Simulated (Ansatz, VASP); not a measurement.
# Cross-check of Co between VASP and Ansatz, part 2 of 2

One calculation is typed for both programs; each brings its own data sets. How far apart do they land? The structure shown is the end of the Ansatz relaxation below.

VASP 6.6.1 and Ansatz 0.2.0.

So far: The structure; Ansatz: relaxation, PBEsol; VASP: single point, PBEsol, pair 1.

## 4. Comparison

Known differences besides the potentials themselves: VASP starts from the moments at which Ansatz ended; the data sets hold 34 valence electrons in Ansatz (on its PAW soft_1 files) and 18 in VASP; Ansatz makes its cores anew for this functional, VASP keeps those of its PBE data sets; Ansatz's pressure holds a Pulay correction, VASP's none; site moments are counted in spheres of each program's own size. Total energies have different zeros and are not compared.

Compared:

| quantity | Ansatz | VASP | difference |
| --- | --- | --- | --- |
| pressure (GPa) | 0.00 | -0.87 | +0.87 |
| total moment (μB) | 3.16 | 3.15 | +0.01 |
| moment on Co1 (μB) | 1.64 | 1.58 | +0.06 |
| moment on Co2 (μB) | 1.64 | 1.58 | +0.06 |

## 5. Ansatz: relaxation, PBEsol

This run makes the geometry at which the two programs are then compared. The cell compared in this pair holds 20.41 Å³, against 20.74 Å³ for the pair before.

The structure compared here is the end of the Ansatz relaxation.

Input file input.yaml:

```yaml
crystal:
  lattice:
    - [2.4751464075, 0.0, 0.0]
    - [-1.2375732037, 2.143539667, 0.0]
    - [0.0, 0.0, 3.84914333]
  atoms:
    - { symbol: Co, position: [0.3333333, 0.6666667, 0.75], spin: 1.6 }
    - { symbol: Co, position: [0.6666667, 0.3333333, 0.25], spin: 1.6 }
magnetization:
  spin_polarized: true
kpoints:
  mp_grid: { grid: [20, 20, 11] }
scf:
  occupations: { method: fermi_dirac, width: 0.05 }
hamiltonian:
  xc: pbesol
  pseudopotentials: { kind: paw, azcp: { folder: soft_1 }, xc_functional: pbe }
basis:
  ecutwfc: 600
output:
  forces: true
  stress: true
relax:
  f_tol: 0.005
  max_steps: 70
  cell: { stress_tol: 0.02, p_target: 0, fix: [c, alpha, beta, gamma] }
```

Run with:

```console
ansatz run input.yaml --threads 4 --pin off --max-ram 10240MiB --backend cpu --events-out ev --progress --plain --runs-dir out
```

Numbers of over 12 decimals in the logs are rounded to 6 here.

What it wrote:

```text
[...]
Crystal: 2 atoms, lattice volume = 20.422 Å³
Basis set: ecut = 600 eV, 687 PW (Γ), exchange–correlation on 40×40×64 points (8 copies of the dense FFT grid, shifted against one another)
Bands: 23, of which v1, the nominal top of the filled ones, is band 17 counted from 1 (16 counted from 0)
Symmetry: 8 space group operations
[...]
-0.000000      -0.000000      13.407644
  P = ⅓ Tr σ = 4.4683 GPa (44.683 kbar)
--- Relaxed structure (3 steps of the walk, 3 accepted, 1 SCFs on fresh bases) ---
[...]
cell:  # Å, volume = 20.4078 Å³
    - [2.474290, -2.8857560588911348e-11, 0]
    - [-1.237145, 2.142798, 0]
    - [0, 0, 3.84914333]
  atoms:
    - { symbol: Co, position: [0.333333, 0.666667, 0.750000] }
    - { symbol: Co, position: [0.666667, 0.333333, 0.25] }
[key lines of the parts left out:]
SCF converged after 8 iterations
Magnetization: 3.1123 μB (18.5562 up, 15.4438 down)
Free energy (F): -10185.982650 eV
Fermi energy:    19.896302 eV
```

## 6. VASP: single point, PBEsol, pair 2

The same cell, functional, mesh and smearing now go to VASP, with its own data sets.

Input file INCAR:

```
SYSTEM = Co
PREC = Accurate
ENCUT = 600
EDIFF = 1E-06
NELM = 200
ISMEAR = -1
SIGMA = 0.05
LREAL = .FALSE.
ALGO = Normal
GGA = PS
NBANDS = 18
ISPIN = 2
MAGMOM = 1.62 1.62
LASPH = .TRUE.
LMAXMIX = 4
LORBIT = 11
LWAVE = .FALSE.
LCHARG = .FALSE.
ISIF = 2
GGA_COMPAT = .FALSE.
KPAR = 2
```

Input file POSCAR:

```
Co
1.0
    2.4742904707      0.0000000000      0.0000000000
   -1.2371452353      2.1427984040      0.0000000000
    0.0000000000      0.0000000000      3.8491433300
Co
2
Direct
    0.3333333361      0.6666666639      0.7500000000
    0.6666666639      0.3333333361      0.2500000000
```

Input file KPOINTS:

```
Automatic mesh
0
Gamma
20 20 11
0 0 0
```

PAW data sets: Co (PBE family, release 64).

Run with:

```console
mpirun -np 2 vasp_std
```

What it wrote:

```text
[banner, memory and clock lines left out]
running    2 mpi-ranks, on    1 nodes
[...]
[... a notice as in an earlier step ...]

 LDA part: xc-table for (Slater+PW92), standard interpolation
 POSCAR, INCAR and KPOINTS ok, starting setup
[...]
entering main loop
       N       E                     dE             d eps       ncg     rms          rms(c)
DAV:   1     0.864893529663E+02    0.86489E+02   -0.88991E+03 19848   0.150E+03
DAV:   2    -0.141369656188E+02   -0.10063E+03   -0.91340E+02 19044   0.243E+02
DAV:   3    -0.179299411391E+02   -0.37930E+01   -0.36619E+01 21040   0.600E+01
DAV:   4    -0.179871669463E+02   -0.57226E-01   -0.57188E-01 23868   0.625E+00
[...]
DAV:  12    -0.154575098422E+02    0.24705E-05   -0.15297E-05 21616   0.327E-02    0.174E-02
DAV:  13    -0.154575085061E+02    0.13361E-05   -0.20559E-06 14548   0.211E-02    0.107E-02
DAV:  14    -0.154575089386E+02   -0.43257E-06   -0.82794E-07 12962   0.116E-02
   1 F= -.15457509E+02 E0= -.15451071E+02  d E =-.128758E-01  mag=     3.1039
```

Parts of OUTCAR (step 6):

```text
  Total       -0.1029562     -0.1029562      1.5358806     -0.0000000      0.0000000      0.0000000
  in kB       -8.0828963     -8.0828963    120.5790746     -0.0000000      0.0000000      0.0000000
  external PRESSURE =      34.8044273 kB  Pullay stress =       0.0000000 kB

 POSITION                                       TOTAL-FORCE (eV/Angst)
 -----------------------------------------------------------------------------------
      0.00000      1.42853      2.88686        -0.000000      0.000000      0.000000
      1.23715      0.71427      0.96229         0.000000     -0.000000      0.000000
 -----------------------------------------------------------------------------------
    total drift:                                0.000000     -0.000000     -0.000000

  FREE ENERGIE OF THE ION-ELECTRON SYSTEM (eV)
  ---------------------------------------------------
  free  energy   TOTEN  =       -15.4575089386 eV

  energy  without entropy=      -15.4446331797  energy(sigma->0) =      -15.45107106

 magnetization (x)
# of ion       s       p       d       tot
------------------------------------------
    1       -0.016  -0.052   1.624   1.556
    2       -0.016  -0.052   1.624   1.556
--------------------------------------------------
tot         -0.031  -0.105   3.247   3.111

[... 1 part as in an earlier step ...]

[... 2 further parts left out ...]
[key lines of the parts left out:]
E-fermi :  10.9350
```

The run ends at a pressure of 3.48 GPa.

## 7. Differences

What differs besides the data sets and the points named for the pairs above, as far as they apply: the data sets hold 34 valence electrons in Ansatz (on its PAW soft_1 files) and 18 in VASP. Total energies have different zeros and are not compared.

Both answers:

| quantity | Ansatz | VASP | difference |
| --- | --- | --- | --- |
| pressure (GPa) | 4.47 | 3.48 | +0.99 |
| total moment (μB) | 3.11 | 3.10 | +0.01 |
| moment on Co1 (μB) | 1.62 | 1.56 | +0.06 |
| moment on Co2 (μB) | 1.62 | 1.56 | +0.06 |

## 8. Ansatz: relaxation, PBEsol

This run makes the geometry at which the two programs are then compared. The cell compared in this pair holds 20.51 Å³, against 20.41 Å³ for the pair before.

The structure compared here is the end of the Ansatz relaxation.

Changes to input.yaml since step 5:

```diff
@@ -2,5 +2,5 @@
   lattice:
-    - [2.4751464075, 0.0, 0.0]
-    - [-1.2375732037, 2.143539667, 0.0]
-    - [0.0, 0.0, 3.84914333]
+    - [2.469004605, 0.0, 0.0]
+    - [-1.2345023025, 2.13822071, 0.0]
+    - [0.0, 0.0, 3.88882522]
   atoms:
@@ -22,2 +22,6 @@
   stress: true
+  write_density: true
+  write_potential: true
+  elf: true
+  volumetric_format: npy
 relax:
```

Run with:

```console
ansatz run input.yaml --threads 4 --pin off --max-ram 10240MiB --backend cpu --events-out ev --progress --plain --runs-dir out
```

What it wrote:

```text
[...]
Crystal: 2 atoms, lattice volume = 20.530 Å³
Basis set: ecut = 600 eV, 687 PW (Γ), exchange–correlation on 40×40×64 points (8 copies of the dense FFT grid, shifted against one another)
Bands: 23, of which v1, the nominal top of the filled ones, is band 17 counted from 1 (16 counted from 0)
Symmetry: 8 space group operations
[...]
--- Relaxed structure (3 steps of the walk, 3 accepted, 1 SCFs on fresh bases) ---
[...]
cell:  # Å, volume = 20.5134 Å³
    - [2.467993, 0, 0]
    - [-1.233997, 2.137345, 0]
    - [0, 0, 3.88882522]
  atoms:
    - { symbol: Co, position: [0.333333, 0.666667, 0.750000] }
    - { symbol: Co, position: [0.666667, 0.333333, 0.25] }
[key lines of the parts left out:]
SCF converged after 7 iterations
Magnetization: 3.1298 μB (18.5649 up, 15.4351 down)
Free energy (F): -10185.997197 eV
Fermi energy:    19.778801 eV
P = ⅓ Tr σ = 2.9392 GPa (29.392 kbar)
```

## 9. VASP: single point, PBEsol, pair 3

The same cell, functional, mesh and smearing now go to VASP, with its own data sets.

Changes to INCAR since step 6:

```diff
@@ -12,3 +12,3 @@
 ISPIN = 2
-MAGMOM = 1.62 1.62
+MAGMOM = 1.63 1.63
 LASPH = .TRUE.
```

Input file POSCAR:

```
Co
1.0
    2.4679932732      0.0000000000      0.0000000000
   -1.2339966366      2.1373448710      0.0000000000
    0.0000000000      0.0000000000      3.8888252200
Co
2
Direct
    0.3333333329      0.6666666671      0.7500000000
    0.6666666671      0.3333333329      0.2500000000
```

KPOINTS is that of step 6.

Run with:

```console
mpirun -np 2 vasp_std
```

What it wrote:

```text
[... set-up lines as in an earlier step ...]
 entering main loop
       N       E                     dE             d eps       ncg     rms          rms(c)
DAV:   1     0.865449145639E+02    0.86545E+02   -0.88587E+03 19880   0.149E+03
DAV:   2    -0.142799070155E+02   -0.10082E+03   -0.91564E+02 19086   0.242E+02
DAV:   3    -0.179518992826E+02   -0.36720E+01   -0.35477E+01 21016   0.592E+01
DAV:   4    -0.180074525054E+02   -0.55553E-01   -0.55513E-01 23894   0.613E+00
[...]
DAV:  12    -0.154710062443E+02    0.31505E-05   -0.15318E-05 21662   0.321E-02    0.172E-02
DAV:  13    -0.154710048070E+02    0.14373E-05   -0.19249E-06 13636   0.197E-02    0.105E-02
DAV:  14    -0.154710052631E+02   -0.45604E-06   -0.81040E-07 13014   0.110E-02
   1 F= -.15471005E+02 E0= -.15464573E+02  d E =-.128641E-01  mag=     3.1222
```

Parts of OUTCAR (step 9):

```text
  Total       -0.1048019     -0.1048019      0.9754505      0.0000000      0.0000000      0.0000000
  in kB       -8.1854502     -8.1854502     76.1866401      0.0000000      0.0000000      0.0000000
  external PRESSURE =      19.9385799 kB  Pullay stress =       0.0000000 kB

 POSITION                                       TOTAL-FORCE (eV/Angst)
 -----------------------------------------------------------------------------------
     -0.00000      1.42490      2.91662         0.000000      0.000000      0.000000
      1.23400      0.71245      0.97221         0.000000     -0.000000      0.000000
 -----------------------------------------------------------------------------------
    total drift:                                0.000000     -0.000000     -0.000000

  FREE ENERGIE OF THE ION-ELECTRON SYSTEM (eV)
  ---------------------------------------------------
  free  energy   TOTEN  =       -15.4710052631 eV

  energy  without entropy=      -15.4581411382  energy(sigma->0) =      -15.46457320

 magnetization (x)
# of ion       s       p       d       tot
------------------------------------------
    1       -0.015  -0.052   1.633   1.566
    2       -0.015  -0.052   1.633   1.566
--------------------------------------------------
tot         -0.031  -0.104   3.267   3.132

[... 1 part as in an earlier step ...]

[... 2 further parts left out ...]
[key lines of the parts left out:]
E-fermi :  10.8609
```

The run ends at a pressure of 1.99 GPa.

## 10. Comparison

What differs besides the data sets and the points named for the pairs above, as far as they apply: the data sets hold 34 valence electrons in Ansatz (on its PAW soft_1 files) and 18 in VASP. Total energies have different zeros and are not compared.

The two programs side by side:

| quantity | Ansatz | VASP | difference |
| --- | --- | --- | --- |
| pressure (GPa) | 2.94 | 1.99 | +0.95 |
| total moment (μB) | 3.13 | 3.12 | +0.01 |
| moment on Co1 (μB) | 1.63 | 1.57 | +0.06 |
| moment on Co2 (μB) | 1.63 | 1.57 | +0.06 |

## 11. Summary of results

```json
{
 "difference in total moment (single point, PBEsol, pair 1)": "0.0068 μB",
 "difference in pressure (single point, PBEsol, pair 1)": "0.87 GPa",
 "difference in total moment (single point, PBEsol, pair 2)": "0.0084 μB",
 "difference in pressure (single point, PBEsol, pair 2)": "0.99 GPa",
 "difference in total moment (single point, PBEsol, pair 3)": "0.0076 μB",
 "difference in pressure (single point, PBEsol, pair 3)": "0.95 GPa"
}
```

**Reading.** The difference in pressure is 0.99 GPa (single point, PBEsol, pair 2), at about the 1 GPa picked in this series as the mark of a large difference. The data sets hold unlike numbers of valence electrons (34 in Ansatz and 18 in VASP), so part of the differences comes from the potentials. 1 further run of this series is not shown here. How closely two codes agree says nothing of how well the functional describes the real material.

[Lines on the potential files, build, host, timing and source positions are cut from VASP's logs without a mark.]

[Logs are printed without paths, hosts, clocks, repeated set-up lines and the standing remarks that a program may print on its own settings, such as how far it seeks lower states.]

[Hosts, paths, dates, database ids (printed as entryN), source tags and the programs' standing remarks are cut or masked in the printed files.]
